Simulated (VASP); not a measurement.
## Tl3SI: single point with PBE

Crystal: Tl3SI.

```
S I Tl
1.0
     7.40000    0.00000    0.00000
     0.00000    7.40000    0.00000
     0.00000    0.00000    7.40000
S I Tl
1 1 3
Cartesian
  0.0000 0.0000 0.0000
  3.7000 3.7000 3.7000
  3.7000 3.7000 0.0000
  3.7000 0.0000 3.7000
  0.0000 3.7000 3.7000
```

The cell comes from a database or a generator and needn't be the stable form of this composition.

| Property | Result |
| --- | --- |
| Program | VASP 6.6.1 |
| Task | single point |
| Functional | PBE |
| Potentials or basis | VASP PAW PBE potentials, release 64 (S, I, Tl_d) |
| Cutoff | 520 eV |
| k mesh | 4 × 4 × 4 |
| Occupations | gaussian, width 0.05 eV |
| Spin | no spin polarisation |
| Dipole correction | no |
| Further INCAR settings | ALGO = Fast; EDIFF = 1e-06; NBANDS = 34 |

```json
{
 "Pressure": "-1.8 GPa",
 "Band gap on the k mesh": "0.10 eV, direct"
}
```

Levels at points of the mesh, in eV from the valence-band top:
```csv
k point,band 22,band 23,band 24,band 25,band 26,band 27,band 28,band 29,band 30,band 31
"(0.00, 0.00, 0.00)",-3.81,-3.81,-0.11,-0.11,-0.11,1.23,1.23,1.23,1.37,1.37
"(0.50, 0.00, 0.00)",-3.79,-2.93,-0.08,-0.08,-0.03,0.81,0.89,1.09,1.09,1.15
"(0.50, 0.50, 0.00)",-2.92,-2.92,-0.14,-0.14,0.00,0.10,0.59,0.96,0.96,1.23
"(0.50, 0.50, 0.50)",-2.90,-2.90,-0.41,-0.41,-0.41,0.34,0.67,0.67,0.67,1.24
```

It took 2.2 min on 1 thread of Intel(R) Xeon(R) 6975P-C (Granite Rapids), with other jobs on the host, peak memory 0.5 GiB.

Caveat: spin-orbit coupling is left out, which as a rule narrows the gap of such compounds by several tenths of an eV. A k mesh can miss the band edges.
